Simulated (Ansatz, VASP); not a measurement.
**GaBAs2 (CuAu-ordered zincblende type (invented)): VASP beside Ansatz**

Aim: how closely do two programs agree when they are given the same cell, functional and k mesh? The cell is generated by rule, not measured, and may not be a known phase. The cell is taken from a series of runs on this material, whose earlier steps may have relaxed, scaled, displaced or heated it; both programs get it as it stands.

Main program and level: Ansatz 0.2.0; plane waves, with VASP 6.6.1 beside it; zone-centre phonons at PBE.

## Step 1: The starting structure

It takes space group P-4m2 (No. 115, tetragonal). Conventional cell: a = 3.694 Å, b = 3.694 Å, c = 5.416 Å, α = 90.00°, β = 90.00°, γ = 90.00°. B has 4 As at 2.17 Å nearest. Nearest to Ga lie 4 As at 2.42 Å. Nearest to As lie 2 B at 2.17 Å and 2 Ga at 2.42 Å. Farther neighbours are not listed.

## Step 2: VASP: zone-centre phonons, PBE

Second derivatives magnify differences that forces hide, and they need a tight electronic threshold.

Lines of VASP's logs that name or quote its potential files are left out, and so is its time.

Contents of INCAR:

```
SYSTEM = GaBAs2
PREC = Accurate
ENCUT = 500
EDIFF = 1E-08
NELM = 120
ISMEAR = 0
SIGMA = 0.01
LREAL = .FALSE.
ALGO = Normal
GGA = PE
NBANDS = 19
LORBIT = 11
LWAVE = .FALSE.
LCHARG = .FALSE.
ISIF = 2
IBRION = 8
LEPSILON = .TRUE.
LASPH = .TRUE.
GGA_COMPAT = .FALSE.
EFERMI = MIDGAP
KPAR = 2
```

Contents of POSCAR:

```
GaBAs2
1.0
    3.6938083530      0.0000000000      0.0000000000
    0.0000000000      3.6938083530      0.0000000000
    0.0000000000      0.0000000000      5.4156771810
B Ga As
1 1 2
Direct
    0.0000000000      0.0000000000      0.0000000000
    0.5000000000      0.5000000000      0.5000000000
    0.0000000000      0.5000000000      0.2120683572
    0.5000000000      0.0000000000      0.7879316428
```

Contents of KPOINTS:

```
Automatic mesh
0
Gamma
8 8 6
0 0 0
```

PAW data sets: B, Ga_d and As (PBE family, release 64).

Launch:

```
$ mpirun -np 2 vasp_std
```

Numbers of over 12 decimals in the logs are rounded to 6 here.

The log of the run:

```text
[banner, memory and clock lines left out]
running    2 mpi-ranks, on    1 nodes
 distrk:  each k-point on    1 cores,    2 groups
 distr:  one band on    1 cores,    1 groups

 POSCAR found type information on POSCAR B GaAs
 POSCAR found :  3 types and       4 ions
 LDA part: xc-table for (Slater+PW92), standard interpolation
 POSCAR, INCAR and KPOINTS ok, starting setup
 FFT: planning ... GRIDC
 FFT: planning ... GRID_SOFT
 FFT: planning ... GRID
 WAVECAR not read
 entering main loop
       N       E                     dE             d eps       ncg     rms          rms(c)
DAV:   1     0.151075555855E+03    0.15108E+03   -0.11942E+04  2304   0.164E+03
DAV:   2    -0.351694194765E+01   -0.15459E+03   -0.14858E+03  2509   0.359E+02
DAV:   3    -0.188686130162E+02   -0.15352E+02   -0.15034E+02  2771   0.938E+01
DAV:   4    -0.193074470931E+02   -0.43883E+00   -0.43671E+00  2902   0.151E+01
DAV:   5    -0.193133089914E+02   -0.58619E-02   -0.58580E-02  2882   0.171E+00    0.474E+00
DAV:   6    -0.189729073833E+02    0.34040E+00   -0.72508E-01  2950   0.972E+00    0.265E+00
DAV:   7    -0.189218963793E+02    0.51011E-01   -0.20273E-01  2677   0.246E+00    0.106E+00
DAV:   8    -0.189196701032E+02    0.22263E-02   -0.26828E-02  2688   0.122E+00    0.193E-01
DAV:   9    -0.189206708191E+02   -0.10007E-02   -0.31740E-03  2653   0.475E-01    0.744E-02
DAV:  10    -0.189208075273E+02   -0.13671E-03   -0.41861E-04  2798   0.155E-01    0.306E-02
DAV:  11    -0.189208789293E+02   -0.71402E-04   -0.77779E-05  2657   0.532E-02    0.139E-02
DAV:  12    -0.189208888833E+02   -0.99540E-05   -0.13984E-05  2750   0.277E-02    0.341E-03
DAV:  13    -0.189208891007E+02   -0.21742E-06   -0.23460E-06  2817   0.162E-02    0.173E-03
DAV:  14    -0.189208893353E+02   -0.23457E-06   -0.17455E-07  2794   0.470E-03    0.319E-04
DAV:  15    -0.189208893456E+02   -0.10302E-07   -0.34950E-08  2756   0.117E-03    0.219E-04
DAV:  16    -0.189208893620E+02   -0.16402E-07   -0.22857E-09  1496   0.416E-04    0.665E-05
DAV:  17    -0.189208893702E+02   -0.82009E-08   -0.52124E-10  1379   0.279E-04
   1 F= -.18920889E+02 E0= -.18920889E+02  d E =0.000000E+00
 Linear response reoptimize wavefunctions to high precision
DAV:   1    -0.189208893710E+02   -0.81081E-09   -0.10787E-10  1436   0.870E-05
DAV:   2    -0.189208893710E+02   -0.29559E-10   -0.23164E-11  1344   0.449E-05
 Linear response G [H, r] |phi>, progress :
  Direction:   1
       N       E                     dE             d eps       ncg     rms
RMM:   1    -0.641930898444E+02   -0.64193E+02    0.46386E+02  2899   0.252E+02
RMM:   2    -0.654711705182E+02   -0.12781E+01   -0.10184E+02  4459   0.480E+01
RMM:   3    -0.677363278162E+02   -0.22652E+01   -0.87206E+00  4616   0.133E+01
RMM:   4    -0.678963518961E+02   -0.16002E+00   -0.75761E-01  4867   0.384E+00
RMM:   5    -0.679009958535E+02   -0.46440E-02   -0.56082E-02  4937   0.107E+00
RMM:   6    -0.679048688045E+02   -0.38730E-02   -0.93693E-03  4970   0.355E-01
RMM:   7    -0.679046410027E+02    0.22780E-03    0.21515E-03  5032   0.118E-01
RMM:   8    -0.679050875628E+02   -0.44656E-03   -0.10825E-03  5055   0.409E-02
RMM:   9    -0.679049570317E+02    0.13053E-03    0.69912E-04  5024   0.154E-02
RMM:  10    -0.679050180702E+02   -0.61039E-04   -0.20546E-04  4985   0.705E-03
RMM:  11    -0.679049852440E+02    0.32826E-04    0.12661E-04  4658   0.392E-03
RMM:  12    -0.679049997133E+02   -0.14469E-04   -0.66904E-05  4333   0.284E-03
RMM:  13    -0.679049926768E+02    0.70365E-05    0.13559E-05  4016   0.241E-03
RMM:  14    -0.679049925848E+02    0.92019E-07   -0.28344E-05  3693   0.225E-03
RMM:  15    -0.679049936507E+02   -0.10659E-05   -0.20022E-05  3481   0.217E-03
RMM:  16    -0.679049940170E+02   -0.36629E-06   -0.18763E-05  3322   0.214E-03
RMM:  17    -0.679049943301E+02   -0.31307E-06   -0.16294E-05  3232   0.213E-03
 Linear response G [H, r] |phi>, progress :
  Direction:   2
       N       E                     dE             d eps       ncg     rms
RMM:   1    -0.655026082962E+02   -0.65503E+02    0.41024E+02  3059   0.236E+02
RMM:   2    -0.958139474732E+02   -0.30311E+02   -0.88576E+01  4513   0.420E+01
RMM:   3    -0.972588249597E+02   -0.14449E+01   -0.11029E+01  4604   0.120E+01
RMM:   4    -0.973723207822E+02   -0.11350E+00   -0.91348E-01  4862   0.358E+00
RMM:   5    -0.973758428963E+02   -0.35221E-02   -0.97445E-02  4865   0.988E-01
RMM:   6    -0.973775813329E+02   -0.17384E-02   -0.14646E-02  4934   0.342E-01
RMM:   7    -0.973775959926E+02   -0.14660E-04   -0.13322E-03  4951   0.109E-01
RMM:   8    -0.973776247209E+02   -0.28728E-04   -0.20688E-04  5008   0.396E-02
RMM:   9    -0.973776287724E+02   -0.40515E-05   -0.58311E-05  4996   0.149E-02
RMM:  10    -0.973776268164E+02    0.19560E-05   -0.17879E-05  4860   0.700E-03
RMM:  11    -0.973776266237E+02    0.19267E-06   -0.16808E-05  4598   0.388E-03
RMM:  12    -0.973776262451E+02    0.37862E-06   -0.20496E-06  4260   0.278E-03
[...]
dielectric tensor                  component  3 :    -2.026    -0.947    13.355
 Linear response DOF=           7
 Linear response progress:
  Degree of freedom:   1/  7
       N       E                     dE             d eps       ncg     rms          rms(c)
RMM:   1    -0.403698833556E-01   -0.40370E-01    0.30537E-02 10873   0.868E-01
[...]
RMM:   5    -0.164004499485E+00    0.21630E-04   -0.40087E-05 10236   0.381E-02    0.215E-03
RMM:   6    -0.164004220909E+00    0.27858E-06   -0.15057E-06 10217   0.145E-02    0.396E-04
RMM:   7    -0.164005814591E+00   -0.15937E-05   -0.21727E-07 10422   0.585E-03    0.239E-04
RMM:   8    -0.164007151039E+00   -0.13364E-05    0.10202E-06 10182   0.268E-03    0.325E-05
RMM:   9    -0.164007199742E+00   -0.48702E-07   -0.37600E-07 10475   0.123E-03    0.186E-05
RMM:  10    -0.164007138824E+00    0.60918E-07    0.19341E-07 10425   0.624E-04    0.382E-06
RMM:  11    -0.164007181818E+00   -0.42994E-07   -0.78065E-08 10738   0.333E-04    0.322E-06
RMM:  12    -0.164007179476E+00    0.23422E-08   -0.15583E-08 10821   0.196E-04    0.167E-06
 first order change of Fermi-energy  -0.14209E-04
 force on displaced ion       2 direction 1 :  -9.655   0.000   0.002
 Born effective charge ion    2 direction 1 :   1.724   0.000   0.000
 Linear response progress:
  Degree of freedom:   4/  7
       N       E                     dE             d eps       ncg     rms          rms(c)
RMM:   1    -0.172337109171E+00   -0.17234E+00    0.31653E-02  4961   0.771E+00
RMM:   2    -0.170259426764E+00    0.20777E-02   -0.35784E-02  6979   0.125E+00    0.574E-02
RMM:   3    -0.169829271757E+00    0.43016E-03   -0.39380E-03  7486   0.338E-01    0.383E-02
RMM:   4    -0.169704873669E+00    0.12440E-03   -0.76604E-04  7724   0.118E-01    0.156E-02
RMM:   5    -0.169664696336E+00    0.40177E-04   -0.88654E-05  7730   0.410E-02    0.331E-03
RMM:   6    -0.169675232181E+00   -0.10536E-04   -0.10505E-05  7748   0.158E-02    0.151E-03
RMM:   7    -0.169688224248E+00   -0.12992E-04   -0.53900E-06  7384   0.707E-03    0.204E-04
RMM:   8    -0.169685981902E+00    0.22423E-05    0.10754E-06  7851   0.308E-03    0.125E-04
RMM:   9    -0.169686927760E+00   -0.94586E-06   -0.40308E-07  7623   0.145E-03    0.234E-05
RMM:  10    -0.169687117148E+00   -0.18939E-06   -0.24626E-07  8015   0.690E-04    0.119E-05
RMM:  11    -0.169687105784E+00    0.11364E-07    0.68115E-08  7945   0.349E-04    0.688E-06
RMM:  12    -0.169687172951E+00   -0.67167E-07   -0.88183E-08  8027   0.200E-04    0.198E-06
RMM:  13    -0.169687178594E+00   -0.56428E-08   -0.36251E-08  8094   0.128E-04    0.155E-06
 first order change of Fermi-energy   0.13662E+01
 force on displaced ion       2 direction 3 :   0.000   0.000 -14.605
 Born effective charge ion    2 direction 3 :   0.000   0.000   1.996
 Linear response progress:
  Degree of freedom:   5/  7
       N       E                     dE             d eps       ncg     rms          rms(c)
RMM:   1    -0.443396482629E-01   -0.44340E-01    0.55015E-02 11962   0.139E+00
RMM:   2    -0.432255926853E-01    0.11141E-02   -0.38642E-03  8834   0.372E-01    0.691E-02
RMM:   3    -0.432413986588E-01   -0.15806E-04   -0.33679E-04  9982   0.122E-01    0.396E-02
RMM:   4    -0.433802579635E-01   -0.13886E-03   -0.48319E-05  9851   0.469E-02    0.530E-03
RMM:   5    -0.434060248684E-01   -0.25767E-04   -0.37955E-06 10124   0.148E-02    0.203E-03
RMM:   6    -0.434012097121E-01    0.48152E-05   -0.68947E-07 10021   0.493E-03    0.638E-04
RMM:   7    -0.433992305465E-01    0.19792E-05   -0.66824E-08  9751   0.175E-03    0.100E-04
RMM:   8    -0.433985357906E-01    0.69476E-06   -0.23780E-08 10366   0.613E-04    0.396E-05
RMM:   9    -0.433981494412E-01    0.38635E-06    0.37559E-09 10367   0.250E-04    0.718E-06
RMM:  10    -0.433981446519E-01    0.47893E-08   -0.33585E-09 10312   0.111E-04    0.468E-06
 first order change of Fermi-energy   0.41660E-04
 force on displaced ion       3 direction 1 : -12.367   0.000  -0.000
 Born effective charge ion    3 direction 1 :  -0.938   0.000   0.000
 Linear response progress:
  Degree of freedom:   6/  7
       N       E                     dE             d eps       ncg     rms          rms(c)
RMM:   1    -0.443155162609E-01   -0.44316E-01    0.71147E-02 11269   0.105E+00
RMM:   2    -0.430061718026E-01    0.13093E-02   -0.26055E-03  8759   0.313E-01    0.990E-02
RMM:   3    -0.430518486550E-01   -0.45677E-04   -0.24978E-04 10268   0.100E-01    0.570E-02
RMM:   4    -0.432315319562E-01   -0.17968E-03   -0.68449E-05  9721   0.505E-02    0.590E-03
RMM:   5    -0.432174478394E-01    0.14084E-04   -0.59050E-06 10153   0.156E-02    0.183E-03
RMM:   6    -0.432124796269E-01    0.49682E-05   -0.81255E-07 10165   0.446E-03    0.939E-04
RMM:   7    -0.432104621192E-01    0.20175E-05   -0.11063E-07  9740   0.165E-03    0.115E-04
RMM:   8    -0.432109867544E-01   -0.52464E-06   -0.94753E-08 10385   0.530E-04    0.478E-05
RMM:   9    -0.432105351807E-01    0.45157E-06   -0.71864E-08  9856   0.225E-04    0.103E-05
RMM:  10    -0.432105979750E-01   -0.62794E-07   -0.84283E-08 10622   0.102E-04    0.388E-06
RMM:  11    -0.432106096203E-01   -0.11645E-07   -0.63432E-08 10039   0.654E-05    0.106E-06
RMM:  12    -0.432106017082E-01    0.79121E-08   -0.59682E-08 10375   0.503E-05    0.320E-07
 first order change of Fermi-energy   0.75631E-05
 force on displaced ion       3 direction 2 :   0.000  -8.927  -0.001
 Born effective charge ion    3 direction 2 :   0.000  -1.940  -0.000
 Linear response progress:
  Degree of freedom:   7/  7
       N       E                     dE             d eps       ncg     rms          rms(c)
RMM:   1    -0.520414652629E-01   -0.52041E-01    0.82527E-02  8031   0.141E+00
RMM:   2    -0.514177964302E-01    0.62367E-03   -0.40729E-03  6852   0.350E-01    0.840E-02
RMM:   3    -0.514081399494E-01    0.96565E-05   -0.36683E-04  7859   0.117E-01    0.457E-02
RMM:   4    -0.514171786965E-01   -0.90387E-05   -0.65803E-05  7663   0.468E-02    0.123E-02
RMM:   5    -0.514396043133E-01   -0.22426E-04   -0.87393E-06  7899   0.189E-02    0.241E-03
RMM:   6    -0.514370997817E-01    0.25045E-05   -0.71589E-07  7548   0.614E-03    0.109E-03
RMM:   7    -0.514362734784E-01    0.82630E-06   -0.19576E-07  7319   0.244E-03    0.229E-04
RMM:   8    -0.514358059295E-01    0.46755E-06   -0.64714E-08  7627   0.914E-04    0.893E-05
RMM:   9    -0.514353861130E-01    0.41982E-06   -0.27708E-08  7603   0.367E-04    0.255E-05
RMM:  10    -0.514353753598E-01    0.10753E-07   -0.18559E-08  7683   0.155E-04    0.961E-06
RMM:  11    -0.514353845172E-01   -0.91574E-08   -0.20461E-08  7731   0.815E-05    0.307E-06
 first order change of Fermi-energy  -0.12296E+00
 force on displaced ion       3 direction 3 :   0.000   0.000 -14.755
 Born effective charge ion    3 direction 3 :   0.000   0.000  -1.135
 Born effective charges drift removed
 Linear response finished
```

(Continued in part 2 of 3.)

[Lines on the potential files, build, host, timing and source positions are cut from VASP's logs without a mark.]

[Logs are printed without paths, hosts, clocks, repeated set-up lines and the standing remarks that a program may print on its own settings, such as how far it seeks lower states.]

[Hosts, paths, dates, database ids (printed as entryN), source tags and the programs' standing remarks are cut or masked in the printed files.]
